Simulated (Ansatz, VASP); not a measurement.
# TiSi2 (Zhiqinite) in two plane-wave programs

Wanted: the spread between two codes on one cell, functional and k mesh. Of the first pair: The structure shown is the end of the Ansatz relaxation below.

Method: plane waves, with VASP 6.6.1 beside it; PBEsol, in Ansatz 0.2.0.

### Step 1. Set-up

It takes space group Fddd (No. 70, orthorhombic). Conventional cell: a = 4.786 Å, b = 8.185 Å, c = 8.331 Å, α = 90.00°, β = 90.00°, γ = 90.00°. Nearest to Si lie 5 Si at 2.49 to 2.77 Å and 5 Ti at 2.50 to 2.75 Å. Nearest to Ti lie 10 Si at 2.50 to 2.75 Å. Farther neighbours are not listed.

Coordinates:

```cif
data_structure
_symmetry_space_group_name_H-M 'P 1'
_symmetry_Int_Tables_number 1
_cell_length_a 5.8397
_cell_length_b 4.8041
_cell_length_c 4.7409
_cell_angle_alpha 75.437
_cell_angle_beta 52.772
_cell_angle_gamma 51.791
_cell_volume 81.59
loop_
_atom_site_label
_atom_site_type_symbol
_atom_site_fract_x
_atom_site_fract_y
_atom_site_fract_z
_atom_site_occupancy
Si1 Si 0.08555 0.41445 0.08555 1
Si2 Si 0.41445 0.08555 0.41445 1
Si3 Si 0.16445 0.83555 0.16445 1
Si4 Si 0.83555 0.16445 0.83555 1
Ti5 Ti 0.75000 0.75000 0.75000 1
Ti6 Ti 0.50000 0.50000 0.50000 1
```

### Step 2. Ansatz: relaxation, PBEsol

Ansatz runs on its PAW soft_1 files.

This run makes the geometry at which the two programs are then compared.

File input.yaml:

```yaml
crystal:
  lattice:
    - [0.0, 4.090071799, 4.1656138935]
    - [2.3862333819, 0.0, 4.1656138935]
    - [2.3862333819, 4.090071799, 0.0]
  atoms:
    - { symbol: Si, position: [0.0859111093, 0.4140888907, 0.0859111093] }
    - { symbol: Si, position: [0.4140888907, 0.0859111093, 0.4140888907] }
    - { symbol: Si, position: [0.1640888907, 0.8359111093, 0.1640888907] }
    - { symbol: Si, position: [0.8359111093, 0.1640888907, 0.8359111093] }
    - { symbol: Ti, position: [0.75, 0.75, 0.75] }
    - { symbol: Ti, position: [0.5, 0.5, 0.5] }
  conventional_axes: [[-1, 1, 1], [1, -1, 1], [1, 1, -1]]
kpoints:
  mp_grid: { grid: [12, 12, 12] }
hamiltonian:
  xc: pbesol
  pseudopotentials: { kind: paw, azcp: { folder: soft_1 }, xc_functional: pbe }
scf:
  occupations: { method: methfessel_paxton, width: 0.2 }
output:
  forces: true
  stress: true
  eigenvalues: true
relax:
  adjacent_minimum: "off"
  f_tol: 0.001
  max_steps: 60
  cell: { stress_tol: 0.01, fix: [c, angles] }
```

Started as:

```console
ansatz run input.yaml --threads 4 --pin off --max-ram 16384MiB --backend cpu --events-out ev --progress --plain --runs-dir out
```

Numbers of over 12 decimals in the logs are rounded to 6 here.

The program printed:

```text
Engine: ansatz 0.2.0, aarch64-unknown-linux-gnu
Pseudopotentials: kind: paw
Pseudopotential: Si, paw, valence charge 4, recommended cutoff 420 eV (normal), soft_1/Si.paw.azcp
Pseudopotential: Ti, paw, valence charge 12, recommended cutoff 420 eV (normal), soft_1/Ti.paw.azcp
Functional definition: PBEsol
  exchange = pbesol_x
  correlation = pbesol_c
Crystal: 6 atoms, lattice volume = 81.312 Å³
Basis set: ecut = 420 eV, 1571 PW (Γ), exchange–correlation on 80×72×64 points (8 copies of the dense FFT grid, shifted against one another)
Bands: 26, of which v1, the nominal top of the filled ones, is band 20 counted from 1 (19 counted from 0)
Symmetry: 8 space group operations
Space group: Fddd (ITA 70), of the structure as read, at distance tolerance 4.3e-5 Å
k-points: 280 of 1728
Non-local potential: Si, projectors of the file, l = 0: 2, l = 1: 2, l = 2: 1
Non-local potential: Ti, projectors of the file, l = 0: 3, l = 1: 2, l = 2: 3, l = 3: 1
PAW form: soft (Blöchl's): semilocal exchange-correlation on the pseudo side does not see the compensation charge
PAW frozen core: Si, regenerated for the run's functional, and the local potential with it (the file was generated under x = pbe(κ = 0.804, μ = 0.219515), c = pbe(β = 0.066725))
PAW frozen core: Ti, regenerated for the run's functional, and the local potential with it (the file was generated under x = pbe(κ = 0.804, μ = 0.219515), c = pbe(β = 0.066725))
PAW one-centre angular grid: Si, 110 points (default); XC on 64 Gauss nodes
PAW one-centre angular grid: Ti, 590 points (default); XC on 64 Gauss nodes
Initial density: superposition of atomic densities (chi_scale 0.1, normalization cell, long waves kept (reshape's long-wave potential 0.00 eV rms))
Initial wavefunctions: pseudopotential atomic-orbital guess
Functional: x = pbesol(κ = 0.804, μ = 0.123457), c = pbesol(β = 0.046)
SCF iter   1: F=—  HF=-7438.505467 eV  |F-HF|=—  |Δ(HF+E_count)|=         —  Δρ=3.98e-2  dr2=2.25e0  ethr=3.10e-3  ⟨swp⟩=6.0  Hψ=33541  notcnv=0
preconditioner: auto → Kerker (q_TF=auto, 2.424 Å⁻¹)  [metal: Δε(μ)=0.013 eV  Ē_g=6.454 eV  σ=0.200 eV  W_gap=0.06  n_scr=16 (ndim 8)  ℏωp=20.2 eV  f_vac=0.000  D(μ)=1.99/eV (n_scr^D=12)]
SCF iter   2: F=—  HF=-7438.036268 eV  |F-HF|=—  |Δ(HF+E_count)|=   4.69e-1  S|Δr|=    0.00e0  Δρ=2.46e-2  dr2=7.90e-1  ethr=3.10e-3  ⟨swp⟩=1.3  Hψ=9671  notcnv=0  defer=33
SCF iter   3: F=—  HF=-7437.757884 eV  |F-HF|=—  |Δ(HF+E_count)|=   2.78e-1  S|Δr|=    0.00e0  Δρ=2.49e-3  dr2=4.31e-3  ethr=1.98e-3  ⟨swp⟩=2.1  Hψ=11912  notcnv=0  defer=34
SCF iter   4: F=—  HF=-7437.756566 eV  |F-HF|=—  |Δ(HF+E_count)|=   1.32e-3  S|Δr|=    0.00e0  Δρ=7.72e-4  dr2=4.49e-4  ethr=1.08e-5  ⟨swp⟩=2.3  Hψ=12101  notcnv=0  defer=101
SCF iter   5: F=—  HF=-7437.756489 eV  |F-HF|=—  |Δ(HF+E_count)|=   7.69e-5  S|Δr|=    0.00e0  Δρ=1.46e-4  dr2=1.42e-5  ethr=1.12e-6  ⟨swp⟩=2.1  Hψ=8694  notcnv=0  defer=100
SCF iter   6: F=—  HF=-7437.756485 eV  |F-HF|=—  |Δ(HF+E_count)|=   4.08e-6  S|Δr|=    0.00e0  Δρ=2.41e-5  dr2=3.86e-7  ethr=3.56e-8  ⟨swp⟩=2.4  Hψ=10750  notcnv=0  defer=242
SCF iter   7: F=-7437.756485 eV  HF=-7437.756485 eV  |F-HF|=8.16e-9  |Δ(HF+E_count)|=   8.76e-8  S|Δr|=    0.00e0  Δρ=4.49e-6  dr2=1.50e-8  ethr=2.50e-10  ⟨swp⟩=9.1  Hψ=31695  notcnv=0
SCF 1 converged in 7 iterations: F = -7437.756485 eV  dr2 = 1.50e-8
  greatest PAW one-centre occupation: 0.998 electrons in one spin orbital (limit 2), on the Ti atom at site 5 (counted from 0), in its partial waves of l = 0
relax step   1: F+E_penalty+E_count = -7437.75648491 eV  Δ(F+E_penalty+E_count) = +0.000e0 eV  max|allowed force component| = 1.767e-2 eV/Å  Δτ_max = 0.0000 Å  P = +3.455 GPa  Ω = 81.312 Å³  fix = [c, alpha, beta, gamma]  reactions: c +9.110 GPa  (7 SCF iters, dr2 threshold 1.00e-7 eV, accepted)
[...]
relax step   3: F+E_penalty+E_count = -7437.75726845 eV  Δ(F+E_penalty+E_count) = -7.506e-5 eV  max|allowed force component| = 7.219e-3 eV/Å  Δτ_max = 0.0009 Å  P = +2.888 GPa  Ω = 81.610 Å³  energy of the carried Pulay correction = -4.475e-5 eV  fix = [c, alpha, beta, gamma]  reactions: c +8.746 GPa  (4 SCF iters, dr2 threshold 8.99e-8 eV, accepted)
[...]
relax step   4: F+E_penalty+E_count = -7437.75728471 eV  Δ(F+E_penalty+E_count) = -1.626e-5 eV  max|allowed force component| = 3.382e-3 eV/Å  Δτ_max = 0.0006 Å  P = +2.912 GPa  Ω = 81.596 Å³  energy of the carried Pulay correction = -4.268e-5 eV  fix = [c, alpha, beta, gamma]  reactions: c +8.749 GPa  (4 SCF iters, dr2 threshold 1.03e-8 eV, accepted)
[...]
relax step   5: F+E_penalty+E_count = -7437.75728920 eV  Δ(F+E_penalty+E_count) = -4.497e-6 eV  max|allowed force component| = 4.152e-5 eV/Å  Δτ_max = 0.0005 Å  P = +2.913 GPa  Ω = 81.594 Å³  energy of the carried Pulay correction = -4.236e-5 eV  fix = [c, alpha, beta, gamma]  reactions: c +8.740 GPa  (4 SCF iters, dr2 threshold 1.86e-9 eV, accepted)
[...]
relax step   6: F+E_penalty+E_count = -7437.75733020 eV  Δ(F+E_penalty+E_count) = -4.100e-5 eV  max|allowed force component| = 4.101e-5 eV/Å  Δτ_max = 0.0000 Å  P = +2.912 GPa  Ω = 81.594 Å³  fix = [c, alpha, beta, gamma]  reactions: c +8.741 GPa  stress off target by 2.12e-3 GPa on what of the cell is left free  SCF on the basis re-selected at this cell (its energy is not comparable with the rows above)  (5 SCF iters)
basis re-selected at this cell: Δ(F+E_penalty+E_count) = -4.100e-5 eV, ΔP = -0.001 GPa vs the last step (what re-selecting the basis moved, of the pressure what is left beyond the Pulay correction that the steps carried, after the strain that the cell walked since its last selection, with what the two solves' SCF thresholds leave and, on support functions, any second-order correction that the steps lacked; it is no m [...]
SCF converged after 5 iterations
Stability not checked: this state was not tested for a lower state beside it, because cold or Methfessel-Paxton smearing, or corrected tetrahedra, fill the levels in a way that the test cannot read (fill_not_monotonic; see scf.lower_state_search)
Free energy (F): -7437.757330 eV
Harris-Foulkes:  -7437.757330 eV  (|F-HF|=9.09e-13)
Internal energy: -7437.756500 eV  (E = F + TS)
E sigma→0 (E₀):  -7437.757123 eV
Entropy (-TS):   -0.000830 eV (-0.138 meV/atom)
Fermi energy:    12.881815 eV
--- Per-component energies (eV) ---
  E_band       = -199.951425
  E_kinetic    = 739.375209
  E_local      = -2111.161464  (includes V_loc(G=0)·N_el)
  E_nonlocal   = 215.239942
  E_hartree    = 901.777057
  E_xc         = -463.493674
  E_vxc        = -493.476277  (∫ρ·V_xc dr)
  E_paw        = -4025.553718  (= ΣΔE_a)
  E_vpaw       = -353.482944  (= ΣTr[D̂ρ^β])
  E_aug_tail   = -0.000018  (compensation charges beyond the density's cutoff)
  E_ewald      = -2694.344845
  E_core_change = 0.405012  (= ΣΔE_core)
  E_smearing   = -0.000830  (= −TS)
  E_closure    = -0.000000  (closes the sum)
  Σ components = -7437.757330   (vs F -7437.757330, Δ=0.00e0)
--- Forces (eV/Å), atoms counted from 1 ---
  atom   1  Si     0.00000000    -0.00004101    -0.00000000
  atom   2  Si    -0.00000000     0.00004101    -0.00000000
  atom   3  Si    -0.00000000     0.00004101     0.00000000
  atom   4  Si     0.00000000    -0.00004101     0.00000000
  atom   5  Ti    -0.00000000     0.00000000    -0.00000000
  atom   6  Ti     0.00000000     0.00000000     0.00000000
  max |Σ_I F_I| component: 0.00e0 eV/Å
--- Stress (GPa, compression-positive) ---
       -0.002052       0.000000      -0.000000
        0.000000      -0.002117       0.000000
       -0.000000       0.000000       8.740945
  P = ⅓ Tr σ = 2.9123 GPa (29.123 kbar)
--- Band table (eV; the first three rows and the last of 280) ---
  k-point 0: bands = [... 16 lower, 10.6629, 10.7578, 11.0270, 11.4185, 11.9539, 15.0761, 15.9896, 16.4120, ... 2 higher]
  k-point 1: bands = [... 16 lower, 10.5692, 10.7309, 11.3903, 11.4400, 11.9395, 15.0014, 16.0215, 16.2094, ... 2 higher]
  k-point 2: bands = [... 16 lower, 10.8128, 10.8696, 11.5439, 11.7600, 12.0187, 14.7793, 15.8748, 15.9538, ... 2 higher]
  k-point 279: bands = [... 16 lower, 11.2550, 11.2550, 11.8451, 11.8451, 13.8839, 13.8839, 16.2252, 16.2252, ... 2 higher]
--- Relaxed structure (5 steps of the walk, 5 accepted, 1 SCFs on fresh bases) ---
  F+E_penalty+E_count = -7437.75733020 eV   max|allowed force component| = 4.101e-5 eV/Å   (the final SCF, on the basis selected at the relaxed cell)
  cell:  # Å, volume = 81.5943 Å³
    - [0, 4.092576, 4.1656138935]
    - [2.393063, 0, 4.1656138935]
    - [2.393063, 4.092576, 0]
  atoms:
    - { symbol: Si, position: [0.085551, 0.414449, 0.085551] }
    - { symbol: Si, position: [0.414449, 0.085551, 0.414449] }
    - { symbol: Si, position: [0.164449, 0.835551, 0.164449] }
    - { symbol: Si, position: [0.835551, 0.164449, 0.835551] }
    - { symbol: Ti, position: [0.750000, 0.750000, 0.750000] }
    - { symbol: Ti, position: [0.500000, 0.500000, 0.500000] }
```

In the SCF lines HF is the Harris–Foulkes energy and dr2 the Hartree energy of the density residual, in eV; the loop may stop once dr2 is under the threshold and the program's other checks hold. Hψ counts applications of the Hamiltonian.

### Step 3. VASP: single point, PBEsol, cell relaxed in part, pair 1

The same cell, functional, mesh and smearing now go to VASP, with its own data sets.

Lines of VASP's logs that name or quote its potential files are left out, and so is its time.

File INCAR:

```
SYSTEM = TiSi2
PREC = Accurate
ENCUT = 500
EDIFF = 1E-06
NELM = 120
ISMEAR = 1
SIGMA = 0.2
LREAL = .FALSE.
ALGO = Normal
GGA = PS
NBANDS = 26
LASPH = .TRUE.
LORBIT = 11
LWAVE = .FALSE.
LCHARG = .FALSE.
ISIF = 2
GGA_COMPAT = .FALSE.
KPAR = 2
```

File POSCAR:

```
TiSi2
1.0
    0.0000000000      4.0925759022      4.1656138935
    2.3930632075      0.0000000000      4.1656138935
    2.3930632075      4.0925759022      0.0000000000
Si Ti
4 2
Direct
    0.0855508308      0.4144491692      0.0855508308
    0.4144491692      0.0855508308      0.4144491692
    0.1644491692      0.8355508308      0.1644491692
    0.8355508308      0.1644491692      0.8355508308
    0.7500000000      0.7500000000      0.7500000000
    0.5000000000      0.5000000000      0.5000000000
```

File KPOINTS:

```
Automatic mesh
0
Gamma
12 12 12
0 0 0
```

The projector-augmented-wave data sets are Si and Ti_sv (PBE family, release 64).

Started as:

```console
mpirun -np 2 vasp_std
```

The program printed:

```text
[banner, memory and clock lines left out]
running    2 mpi-ranks, on    1 nodes
 distrk:  each k-point on    1 cores,    2 groups
 distr:  one band on    1 cores,    1 groups

 POSCAR found type information on POSCAR SiTi
 POSCAR found :  2 types and       6 ions
|                                                                             |
|               ----> ADVICE to this user running VASP <----                  |
|                                                                             |
|     You enforced a specific xc type in the INCAR file but a different       |
|     [... a line on the potential file left out ...]
|     I HOPE YOU KNOW WHAT YOU ARE DOING!                                     |
|                                                                             |

 LDA part: xc-table for (Slater+PW92), standard interpolation
 POSCAR, INCAR and KPOINTS ok, starting setup
 FFT: planning ... GRIDC
 FFT: planning ... GRID_SOFT
 FFT: planning ... GRID
 WAVECAR not read
 entering main loop
       N       E                     dE             d eps       ncg     rms          rms(c)
DAV:   1     0.381013286341E+03    0.38101E+03   -0.18797E+04 14560   0.160E+03
DAV:   2     0.120702088246E+01   -0.37981E+03   -0.37356E+03 14582   0.460E+02
DAV:   3    -0.438468854291E+02   -0.45054E+02   -0.44251E+02 25472   0.130E+02
DAV:   4    -0.470425503806E+02   -0.31957E+01   -0.31842E+01 20120   0.324E+01
DAV:   5    -0.472459290938E+02   -0.20338E+00   -0.20333E+00 22962   0.703E+00    0.200E+01
DAV:   6    -0.442211392591E+02    0.30248E+01   -0.36247E+01 20832   0.452E+01    0.696E+00
DAV:   7    -0.437152966962E+02    0.50584E+00   -0.67326E+00 19620   0.192E+01    0.544E+00
DAV:   8    -0.436393094342E+02    0.75987E-01   -0.72002E-01 21274   0.688E+00    0.986E-01
DAV:   9    -0.436331360306E+02    0.61734E-02   -0.11269E-01 20444   0.284E+00    0.505E-01
DAV:  10    -0.436337650641E+02   -0.62903E-03   -0.41911E-03 19454   0.526E-01    0.179E-01
DAV:  11    -0.436337766114E+02   -0.11547E-04   -0.25447E-03 23456   0.383E-01    0.121E-01
DAV:  12    -0.436337344024E+02    0.42209E-04   -0.73214E-04 20892   0.214E-01    0.172E-02
DAV:  13    -0.436337306179E+02    0.37845E-05   -0.47013E-05 20026   0.613E-02    0.126E-02
DAV:  14    -0.436337299634E+02    0.65450E-06   -0.25902E-06 16094   0.142E-02
   1 F= -.43633730E+02 E0= -.43633453E+02  d E =-.831901E-03
```

Parts of OUTCAR (step 3):

```text
ion  position               nearest neighbor table
   1  0.086  0.414  0.086-   3 2.49   3 2.49   6 2.50   6 2.50   2 2.69   5 2.75   5 2.75   5 2.75
                             2 2.77   2 2.77
   2  0.414  0.086  0.414-   4 2.49   4 2.49   6 2.50   6 2.50   1 2.69   5 2.75   5 2.75   5 2.75
                             1 2.77   1 2.77
   3  0.164  0.836  0.164-   1 2.49   1 2.49   5 2.50   5 2.50   4 2.69   6 2.75   6 2.75   6 2.75
                             4 2.77   4 2.77
   4  0.836  0.164  0.836-   2 2.49   2 2.49   5 2.50   5 2.50   3 2.69   6 2.75   6 2.75   6 2.75
                             3 2.77   3 2.77
   5  0.750  0.750  0.750-   4 2.50   3 2.50   4 2.50   3 2.50   2 2.75   2 2.75   1 2.75   1 2.75
                             1 2.75   2 2.75
   6  0.500  0.500  0.500-   1 2.50   2 2.50   1 2.50   2 2.50   3 2.75   3 2.75   4 2.75   4 2.75
                             3 2.75   4 2.75

  LATTYP: Found a face centered orthorhombic cell.
 ALAT       =     4.7861264150
 B/A-ratio  =     1.7101829527
 C/A-ratio  =     1.7407036640

 Subroutine GETGRP returns: Found  8 space group operations
 (whereof  4 operations were pure point group operations)

The static configuration has the point symmetry D_2 .
 The point group associated with its full space group is D_2h.

 Found    280 irreducible k-points:

   k-points           NKPTS =    280   k-points in BZ     NKDIM =    280   number of bands    NBANDS=     26

   dimension x,y,z NGX =    48 NGY =   36 NGZ =   36
   dimension x,y,z NGXF=    96 NGYF=   72 NGZF=   72

   ENCUT  =  500.0 eV  36.75 Ry    6.06 a.u.  10.65  8.76  8.64*2*pi/ulx,y,z

   NELECT =      40.0000    total number of electrons

 k-points in reciprocal lattice and weights: Automatic mesh
   0.00000000  0.00000000  0.00000000       0.001
   0.08333333 -0.00000000 -0.00000000       0.005
   0.16666667  0.00000000 -0.00000000       0.005
   0.25000000  0.00000000  0.00000000       0.005
   0.33333333 -0.00000000 -0.00000000       0.005
   0.41666667 -0.00000000 -0.00000000       0.005
   0.50000000  0.00000000  0.00000000       0.002
   0.08333333  0.08333333  0.00000000       0.001
   0.16666667  0.08333333 -0.00000000       0.005
[...]
-0.08333333  0.41666667  0.50000000       0.001
   0.00000000  0.50000000  0.50000000       0.001

 average (electrostatic) potential at core
       1 -78.4292       2 -78.4292       3 -78.4292       4 -78.4292       5 -69.4305
       6 -69.4305

 E-fermi :  10.4123

 k-point     1 :       0.0000    0.0000    0.0000
  band No.  band energies     occupation
    ...
     17       8.1937      2.00000
     18       8.2920      2.00000
     19       8.5615      2.00000
     20       8.9524      2.00000
     21       9.4876      2.00000
     22      12.5999     -0.00000
     23      13.5134     -0.00000
     24      13.9365     -0.00000
     25      14.0882     -0.00000
     26      14.1684     -0.00000

 k-point     2 :       0.0833   -0.0000   -0.0000
  band No.  band energies     occupation
    ...
     17       8.1049      2.00000
     18       8.2648      2.00000
     19       8.9234      2.00000
     20       8.9738      2.00000
     21       9.4731      2.00000
     22      12.5255     -0.00000
     23      13.5456     -0.00000
     24      13.7338     -0.00000
     25      14.0852     -0.00000
     26      14.2345     -0.00000

 k-point     3 :       0.1667    0.0000   -0.0000
  band No.  band energies     occupation
    ...
     17       8.3470      2.00000
     18       8.4032      2.00000
     19       9.0774      2.00000
     20       9.2932      2.00000
     21       9.5513      2.00000
     22      12.3044     -0.00000
     23      13.4002     -0.00000
     24      13.4784     -0.00000
     25      13.7190     -0.00000
     26      13.8607     -0.00000

  Total        0.0672328      0.0500038      4.5595761      0.0000000      0.0000000      0.0000000
  in kB        1.3201758      0.9818688     89.5313487      0.0000000      0.0000000      0.0000000
  external PRESSURE =      30.6111311 kB  Pullay stress =       0.0000000 kB

  energy-cutoff  :      500.00
  volume of cell :       81.59
      direct lattice vectors                 reciprocal lattice vectors
     0.000000000  4.092575902  4.165613893    -0.208937231  0.122172444  0.120030328
     2.393063208  0.000000000  4.165613893     0.208937231 -0.122172444  0.120030328
     2.393063208  4.092575902  0.000000000     0.208937231  0.122172444 -0.120030328

 POSITION                                       TOTAL-FORCE (eV/Angst)
 -----------------------------------------------------------------------------------
      1.19653      0.70025      2.08281        -0.000000     -0.000682      0.000000
      1.19653      3.39233      2.08281        -0.000000      0.000682      0.000000
      2.39306      1.34604      4.16561         0.000000      0.000682     -0.000000
      2.39306      6.83911      4.16561         0.000000     -0.000682     -0.000000
      3.58959      6.13886      6.24842        -0.000000     -0.000000      0.000000
      2.39306      4.09258      4.16561         0.000000     -0.000000     -0.000000
 -----------------------------------------------------------------------------------
    total drift:                               -0.000000     -0.000000     -0.000000

  FREE ENERGIE OF THE ION-ELECTRON SYSTEM (eV)
  ---------------------------------------------------
  free  energy   TOTEN  =       -43.6337299634 eV

  energy  without entropy=      -43.6328980629  energy(sigma->0) =      -43.63345266

 total charge
# of ion       s       p       d       tot
------------------------------------------
    1        0.771   0.879   0.000   1.650
    2        0.771   0.879   0.000   1.650
    3        0.771   0.879   0.000   1.650
    4        0.771   0.879   0.000   1.650
    5        2.182   6.181   2.107  10.470
    6        2.182   6.181   2.107  10.470
--------------------------------------------------
tot          7.448  15.880   4.215  27.542

[... 3 further parts left out ...]
```

The run ends at a pressure of 3.06 GPa, with forces up to 6.8e-4 eV/Å.

### Step 4. Differences

Known differences besides the potentials themselves: the cutoff is 420 eV in Ansatz and 500 eV in VASP; Ansatz makes its cores anew for this functional, VASP keeps those of its PBE data sets; Ansatz's pressure holds a Pulay correction, VASP's none. Total energies have different zeros and are not compared.

The two programs side by side:

```
      quantity  Ansatz  VASP  difference
pressure (GPa)    2.91  3.06       -0.15
```

[end of part 1 of 2]

[Lines on the potential files, build, host, timing and source positions are cut from VASP's logs without a mark.]

[Logs are printed without paths, hosts, clocks, repeated set-up lines and the standing remarks that a program may print on its own settings, such as how far it seeks lower states.]

[Hosts, paths, dates, database ids (printed as entryN), source tags and the programs' standing remarks are cut or masked in the printed files.]
